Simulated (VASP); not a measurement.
Level of theory: LDA (Ceperley-Alder, Perdew-Zunger), VASP's LDA PAW potentials (set 64) (plane waves; VASP).

Input for VASP

File KPOINTS:
```
Automatic mesh
0
Gamma
5 5 4
0 0 0
```

**POSCAR**
```
Fe2Si
1.0
  3.8999400000   0.0000000000   0.0000000000
 -1.9499700000   3.3774470000   0.0000000000
  0.0000000000   0.0000000000   4.8174400000
Fe Si
4 2
Cartesian
 -0.0000019500   2.2516324591   3.2713789808
  1.9499719500   1.1258145409   1.5460610192
  0.0000000000   0.0000000000   2.4087200000
  0.0000000000   0.0000000000   0.0000000000
  1.9499719500   1.1258145409   3.9446162208
 -0.0000019500   2.2516324591   0.8728237792
```

**INCAR**
```
ISPIN = 2   ! spin-polarised
ISMEAR = -1
LREAL = .FALSE.
SYSTEM = Fe2Si
ALGO = Normal
LASPH = .TRUE.
LCHARG = .FALSE.
EDIFF = 1E-6
ENCUT = 300   ! plane-wave cut-off (eV)
ISIF = 2   ! forces and stress, cell fixed
LWAVE = .FALSE.
LMAXMIX = 4   ! l cut-off of mixed one-centre charges
NELM = 100
LORBIT = 11
PREC = Accurate
SIGMA = 0.05   ! width (eV)
```

POTCAR, in this order: Fe Si (LDA.64 set). Program: vasp_std. The INCAR's line for the spin-polarised start is left out here.

At this cut-off the stress carries a Pulay error, which pulls relaxed volumes low. The run has a spin-polarised start.

Q: Predict the energy per atom (σ→0), cell moment, pressure, largest force, band gap (on the k-mesh).

A: 
```
Quantity                                                     Value
------------------------  ----------------------------------------
energy per atom (σ→0)                               -8.669 eV/atom
cell moment                                                3.95 μB
band gap (on the k-mesh)  none (metal, semimetal or under 0.01 eV)
pressure                                                -10.97 GPa
largest force                                           0.097 eV/Å
```

File OSZICAR:
```
...
DAV:  12    -0.520301240440E+02    0.21486E-01   -0.83913E-02  3352   0.439E+00    0.964E-01
DAV:  13    -0.520290481951E+02    0.10758E-02   -0.16621E-02  2744   0.118E+00    0.416E-01
DAV:  14    -0.520291538845E+02   -0.10569E-03   -0.19602E-03  2824   0.491E-01    0.192E-01
DAV:  15    -0.520290212340E+02    0.13265E-03   -0.41191E-04  2984   0.359E-01    0.816E-02
DAV:  16    -0.520290230567E+02   -0.18228E-05   -0.61438E-05  2840   0.100E-01    0.371E-02
DAV:  17    -0.520290225750E+02    0.48174E-06   -0.13732E-05  2832   0.404E-02    0.169E-02
DAV:  18    -0.520290225146E+02    0.60405E-07   -0.28199E-06  1864   0.196E-02
   1 F= -.52029023E+02 E0= -.52013789E+02  d E =-.304677E-01  mag=     3.9529
```

The structure comes from a computed database's Fe2Si entry; how it stands against other phases isn't given here. The cell was not relaxed at this level. The k-mesh is coarse (spacing up to 0.37 per Å, 2π included), so the numbers may not be converged in it. The run is one of a series of settings (GGA removed, POTCAR Fe Si (LDA.64 set) against the base run), some of them coarse on purpose.
